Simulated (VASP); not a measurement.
# IrC (F-43m) in VASP: reference runs

Aim: a first look at IrC with PBE, on the cell as given and on a disturbed one.

Program: VASP 6.6.1. These are calculated values, not measurements. Logs are shortened: lines on timing, memory, paths and dates and some standing lists are left out, and cuts for length are marked.

### Step 1. The structure

It takes space group F-43m (No. 216, cubic). Conventional cell: a = 4.621 Å, b = 4.621 Å, c = 4.621 Å, α = 90.00°, β = 90.00°, γ = 90.00°. Ir (site symmetry -43m) has 4 C at 2.00 Å as nearest neighbours. Around C (site symmetry -43m) lie 4 Ir at 2.00 Å.

The cell was built by a generator and needn't be a form met in nature.

### Step 2. Single point, PBE

The input, INCAR:

```
SYSTEM = IrC
  ALGO = Normal
  EDIFF = 1E-7
  ENCUT = 520
  GGA = PE
  ISIF = 2
  ISMEAR = -1
  LASPH = .True.
  LCHARG = .True.
  LELF = .True.
  LREAL = .False.
  LVHAR = .True.
  LWAVE = .False.
  NBANDS = 14
  NELM = 60
  PREC = Accurate
  SIGMA = 0.05
```

The input, KPOINTS:

```
k-points
0
Gamma
  10 10 10
  0 0 0
```

The input, POSCAR:

```
IrC
1.0
    0.0000000000      2.3104300000      2.3104300000
    2.3104300000      0.0000000000      2.3104300000
    2.3104300000      2.3104300000      0.0000000000
Ir C
1 1
Direct
    0.0000000000      0.0000000000      0.0000000000
    0.7500000000      0.7500000000      0.7500000000
```

Potentials or basis: VASP PAW PBE potentials, release 64 (Ir, C).

The run is started by

```console
> cat potpaw_PBE.64/Ir/POTCAR potpaw_PBE.64/C/POTCAR > POTCAR
> mpirun -np 1 vasp_std > vasp.out
```

OUTCAR:

```text
SYSTEM = IrC
   EDIFF = 1E-7
   ENCUT = 520
   GGA = PE
   ISIF = 2
   ISMEAR = -1
   LASPH = .True.
   LREAL = .False.
   NELM = 60
   PREC = Accurate

 ion  position               nearest neighbor table
   1  0.000  0.000  0.000-   2 2.00   2 2.00   2 2.00   2 2.00
   2  0.750  0.750  0.750-   1 2.00   1 2.00   1 2.00   1 2.00

  LATTYP: Found a face centered cubic cell.
 ALAT       =     4.6208600000

  Lattice vectors:

 A1 = (   0.0000000000,   2.3104300000,   2.3104300000)
 A2 = (   2.3104300000,   0.0000000000,   2.3104300000)
 A3 = (   2.3104300000,   2.3104300000,   0.0000000000)

Analysis of symmetry for initial positions (statically):
=====================================================================
 Subroutine PRICEL returns:
 Original cell was already a primitive cell.

 Routine SETGRP: Setting up the symmetry group for a
 face centered cubic supercell.

 Subroutine GETGRP returns: Found 24 space group operations
 (whereof 24 operations were pure point group operations)
 out of a pool of 48 trial point group operations.

The static configuration has the point symmetry T_d .

Analysis of symmetry for dynamics (positions and initial velocities):
=====================================================================
 Subroutine PRICEL returns:
 Original cell was already a primitive cell.

 Routine SETGRP: Setting up the symmetry group for a
 face centered cubic supercell.

 Subroutine GETGRP returns: Found 24 space group operations
 (whereof 24 operations were pure point group operations)
 out of a pool of 48 trial point group operations.

The dynamic configuration has the point symmetry T_d .

 Subroutine INISYM returns: Found 24 space group operations
 (whereof 24 operations are pure point group operations),
 and found     1 'primitive' translations

----------------------------------------------------------------------------------------

                                     Primitive cell

  volume of cell :      24.6666

  direct lattice vectors                    reciprocal lattice vectors
     0.000000000  2.310430000  2.310430000    -0.216409932  0.216409932  0.216409932
     2.310430000  0.000000000  2.310430000     0.216409932 -0.216409932  0.216409932
     2.310430000  2.310430000  0.000000000     0.216409932  0.216409932 -0.216409932

  length of vectors
     3.267441441  3.267441441  3.267441441     0.374832998  0.374832998  0.374832998

  position of ions in fractional coordinates (direct lattice)
     0.000000000  0.000000000  0.000000000
     0.750000000  0.750000000  0.750000000

  ion indices of the primitive-cell ions
   primitive index   ion index
                 1           1
                 2           2

----------------------------------------------------------------------------------------

 KPOINTS: k-points

Automatic generation of k-mesh.
 Grid dimensions read from file:
 generate k-points for:   10   10   10

 Generating k-lattice:

  Cartesian coordinates                     Fractional coordinates (reciprocal lattice)
    -0.021640993  0.021640993  0.021640993     0.100000000  0.000000000  0.000000000
     0.021640993 -0.021640993  0.021640993     0.000000000  0.100000000  0.000000000
     0.021640993  0.021640993 -0.021640993     0.000000000  0.000000000  0.100000000

  Length of vectors
     0.037483300  0.037483300  0.037483300

  Shift w.r.t. Gamma in fractional coordinates (k-lattice)
     0.000000000  0.000000000  0.000000000

 Subroutine IBZKPT returns following result:
 ===========================================

 Found     47 irreducible k-points:

 Following reciprocal coordinates:
            Coordinates               Weight
  0.000000  0.000000  0.000000      1.000000
  0.100000  0.000000  0.000000      8.000000
  0.200000  0.000000  0.000000      8.000000
  0.300000  0.000000  0.000000      8.000000
  0.400000  0.000000  0.000000      8.000000
  0.500000  0.000000  0.000000      4.000000
[... 16 lines left out ...]
  0.300000  0.300000  0.000000      6.000000
  0.400000  0.300000  0.000000     24.000000
 [... further k-points ...]
   k-points           NKPTS =     47   k-points in BZ     NKDIM =     47   number of bands    NBANDS=     14
   number of dos      NEDOS =    301   number of ions     NIONS =      2
   total plane-waves  NPLWV =  13824
   dimension x,y,z NGX =    24 NGY =   24 NGZ =   24
   dimension x,y,z NGXF=    48 NGYF=   48 NGZF=   48
   ions per type =               1   1
   NGX,Y,Z   is equivalent  to a cutoff of  12.21, 12.21, 12.21 a.u.
   NGXF,Y,Z  is equivalent  to a cutoff of  24.42, 24.42, 24.42 a.u.
 SYSTEM =  IrC
   PREC   = accura    normal or accurate (medium, high low for compatibility)
   ISTART =      0    job   : 0-new  1-cont  2-samecut
   ICHARG =      2    charge: 1-file 2-atom 10-const
   ISPIN  =      1    spin polarized calculation?
   LNONCOLLINEAR =      F non collinear calculations
   LSORBIT =      F    spin-orbit coupling
   LASPH  =      T    aspherical Exc in radial PAW
   ENCUT  =  520.0 eV  38.22 Ry    6.18 a.u.   6.08  6.08  6.08*2*pi/ulx,y,z
   NELM   =     60;   NELMIN=  2; NELMDL= -5     # of ELM steps
   EDIFF  = 0.1E-06   stopping-criterion for ELM
   LREAL  =      F    real-space projection
   EDIFFG = 0.1E-05   stopping-criterion for IOM
   NSW    =      0    number of steps for IOM
   IBRION =     -1    ionic relax: 0-MD 1-quasi-New 2-CG
   NFREE  =      0    steps in history (QN), initial steepest desc. (CG)
   ISIF   =      2    stress and relaxation
   ISYM   =      2    0-nonsym 1-usesym 2-fastsym
   POTIM  = 0.5000    time-step for ionic-motion
   TEBEG  =    0.0;   TEEND  =   0.0 temperature during run
   PSTRESS=    0.0 pullay stress
   NELECT =      13.0000    total number of electrons
   NUPDOWN=      -1.0000    fix difference up-down
   EMIN   =  10.00;   EMAX   =-10.00  energy-range for DOS
   EFERMI =   0.00;   METHOD = LEGACY
   ISMEAR =    -1;   SIGMA  =   0.05  broadening in eV -4-tet -1-fermi 0-gaus
   EFERMI_NEDOS =   21; number of points for ismear=-14 and -15
   IALGO  =     38    algorithm
   IMIX   =      4    mixing-type and parameters
     AMIX     =   0.40;   BMIX     =  1.00
     AMIX_MAG =   1.60;   BMIX_MAG =  1.00
  volume/ion in A,a.u.               =      12.33        83.23
  Fermi-wavevector in a.u.,A,eV,Ry     =   1.322370  2.498918 23.792013  1.748664
  Thomas-Fermi vector in A             =   2.452056
   LORBIT       =      0    0 simple, 1 ext, 2 COOP (PROOUT), +10 PAW based schemes
   GGA     = PE    functional components
   LHFCALC =     F    Hartree Fock is set to
   AEXX    =    0.0000 exact exchange contribution
   IVDW    =     0    specifies the selected vdW correction
   LEPSILON=     F    determine dielectric tensor
   LRPA    =     F    only Hartree local field effects (RPA)
 non-spin polarized calculation
  energy-cutoff  :      520.00
  volume of cell :       24.67
 maximum number of plane-waves:       678
   NGX = 13   NGY = 13   NGZ = 13

 number of electron      13.0000000 magnetization

 Free energy of the ion-electron system (eV)
  ---------------------------------------------------
  ext. energy  EPLUGINS =         0.00000000
  ---------------------------------------------------
  free energy    TOTEN  =       -16.99597078 eV

  energy without entropy =      -16.98519918  energy(sigma->0) =      -16.99058498

 E-fermi :   7.4248     XC(G=0): -12.3293

 val. band max:        7.3944916468   @ k =   0.5000   0.4000   0.1000
 cond. band min:       7.4263374201   @ k =   0.5000   0.3000   0.1000
 fundamental gap:      0.0318457733
 Fermi energy:         7.4248412579

 k-point     1 :       0.0000    0.0000    0.0000
  band No.  band energies     occupation
      1      -6.7042      2.00000
      2       0.8149      2.00000
      3       0.8149      2.00000
      4       0.8149      2.00000
      5       5.0998      2.00000
      6       5.0998      2.00000
      7      10.9991      0.00000
      8      13.7637      0.00000
      9      13.7637      0.00000
     10      13.7637      0.00000
     11      21.1790      0.00000
     12      21.1790      0.00000
     13      21.1790      0.00000
     14      25.2169      0.00000

 k-point     2 :       0.1000    0.0000    0.0000
  band No.  band energies     occupation
      1      -6.5305      2.00000
      2       0.7135      2.00000
      3       0.9064      2.00000
      4       0.9064      2.00000
      5       5.0481      2.00000
      6       5.0481      2.00000
      7      11.3785      0.00000
      8      13.3157      0.00000
      9      13.6817      0.00000
     10      13.6817      0.00000
     11      19.8339      0.00000
     12      21.3167      0.00000
     13      21.3167      0.00000
     14      25.8843      0.00000

 k-point     3 :       0.2000    0.0000    0.0000
  band No.  band energies     occupation
      1      -6.0644      2.00000
      2       0.5472      2.00000
      3       1.1278      2.00000
      4       1.1278      2.00000
      5       4.9940      2.00000
      6       4.9940      2.00000
      7      11.3846      0.00000
      8      12.9820      0.00000
      9      13.3018      0.00000
     10      13.3018      0.00000
     11      17.8984      0.00000
     12      21.7484      0.00000
     13      21.7484      0.00000
     14      26.3228      0.00000

 k-point     4 :       0.3000    0.0000    0.0000
  band No.  band energies     occupation
      1      -5.4772      2.00000
      2       0.5971      2.00000
      3       1.3443      2.00000
      4       1.3443      2.00000
      5       5.1338      2.00000
      6       5.1338      2.00000
      7       9.4735      0.00000
      8      12.5205      0.00000
      9      12.5205      0.00000
     10      13.9655      0.00000
     11      17.0288      0.00000
     12      22.3511      0.00000
     13      22.3511      0.00000
     14      26.1469      0.00000

 k-point     5 :       0.4000    0.0000    0.0000
  band No.  band energies     occupation
      1      -5.0168      2.00000
      2       1.0099      2.00000
      3       1.4551      2.00000
      4       1.4551      2.00000
      5       5.4870      2.00000
      6       5.4870      2.00000
      7       7.4853      0.45980
      8      11.6244      0.00000
      9      11.6244      0.00000
     10      14.2027      0.00000
     11      17.7284      0.00000
[... 276 lines left out ...]
 k-point    22 :      -0.2000    0.2000    0.0000
  band No.  band energies     occupation
      1      -5.2544      2.00000
      2       0.5519      2.00000
      3       1.3810      2.00000
      4       1.5553      2.00000
      5       4.5973      2.00000
      6       5.6511      2.00000
      7       9.2715      0.00000
      8      11.0684      0.00000
      9      12.9086      0.00000
     10      14.8961      0.00000
     11      17.6656      0.00000
     12      19.8319      0.00000
     13      23.4173      0.00000
     14      26.3205      0.00000

 k-point    23 :       0.3000    0.3000    0.0000
  band No.  band energies     occupation
      1      -5.0361      2.00000
      2      -0.2204      2.00000
      3       2.2346      2.00000
      4       2.2346      2.00000
      5       3.8546      2.00000
      6       5.7722      2.00000
      7      10.5935      0.00000
      8      10.5935      0.00000
      9      10.8289      0.00000
     10      14.8353      0.00000
     11      18.8831      0.00000
     12      22.1415      0.00000
     13      22.1415      0.00000
     14      22.2786      0.00000

 k-point    24 :       0.4000    0.3000    0.0000
  band No.  band energies     occupation
      1      -4.6519      2.00000
      2      -0.1942      2.00000
      3       2.4635      2.00000
      4       2.5944      2.00000
      5       4.1522      2.00000
      6       5.9202      2.00000
      7       8.5041      0.00000
      8       9.8233      0.00000
      9      10.5882      0.00000
     10      16.0047      0.00000
     11      18.9421      0.00000
     12      21.1040      0.00000
     13      22.7638      0.00000
     14      23.6724      0.00000

 [... further k-points ...]

------------------------ aborting loop because EDIFF is reached ----------------------------------------

  FORCE on cell =-STRESS in cart. coord.  units (eV):
  Direction    XX          YY          ZZ          XY          YZ          ZX
  --------------------------------------------------------------------------------------
  -------------------------------------------------------------------------------------
  Total        0.3097232      0.3097232      0.3097232     -0.0000000     -0.0000000     -0.0000000
  in kB       20.1175889     20.1175889     20.1175889     -0.0000000     -0.0000000     -0.0000000
  external PRESSURE =      20.1175889 kB  Pullay stress =       0.0000000 kB

 VOLUME and BASIS-vectors are now :
 -----------------------------------------------------------------------------
  energy-cutoff  :      520.00
  volume of cell :       24.67
      direct lattice vectors                 reciprocal lattice vectors
     0.000000000  2.310430000  2.310430000    -0.216409932  0.216409932  0.216409932
     2.310430000  0.000000000  2.310430000     0.216409932 -0.216409932  0.216409932
     2.310430000  2.310430000  0.000000000     0.216409932  0.216409932 -0.216409932

 POSITION                                       TOTAL-FORCE (eV/Angst)
 -----------------------------------------------------------------------------------
      0.00000      0.00000      0.00000        -0.000000     -0.000000     -0.000000
      3.46565      3.46565      3.46565         0.000000      0.000000      0.000000
 -----------------------------------------------------------------------------------
    total drift:                                0.000000      0.000000      0.000000

  FREE ENERGIE OF THE ION-ELECTRON SYSTEM (eV)
  ---------------------------------------------------
  free  energy   TOTEN  =       -16.9959707782 eV

  energy  without entropy=      -16.9851991790  energy(sigma->0) =      -16.99058498
```

Wall time 16 s (1 thread of Intel Xeon Platinum 8375C at 2.90GHz (Ice Lake), shared host); peak memory 0.15 GiB.

Results:

| Quantity | Value |
| --- | --- |
| Free energy | -16.9960 eV |
| Pressure | 2.0 GPa |
| Band gap on the k mesh | none (metal or under the smearing width) |

Levels at points of the mesh, in eV from the Fermi level:
| k point | band 3 | band 4 | band 5 | band 6 | band 7 | band 8 | band 9 | band 10 |
| --- | --- | --- | --- | --- | --- | --- | --- | --- |
| (0.00, 0.00, 0.00) | -6.61 | -6.61 | -2.33 | -2.33 | 3.57 | 6.34 | 6.34 | 6.34 |
| (0.50, 0.00, 0.00) | -5.94 | -5.94 | -1.72 | -1.72 | -0.86 | 3.78 | 3.78 | 6.71 |
| (0.50, 0.50, 0.00) | -3.80 | -3.80 | -3.02 | -1.26 | -0.14 | 0.77 | 0.77 | 10.57 |

The run has no spin-orbit coupling, so splittings on Ir are missing.

[end of part 1 of 2]
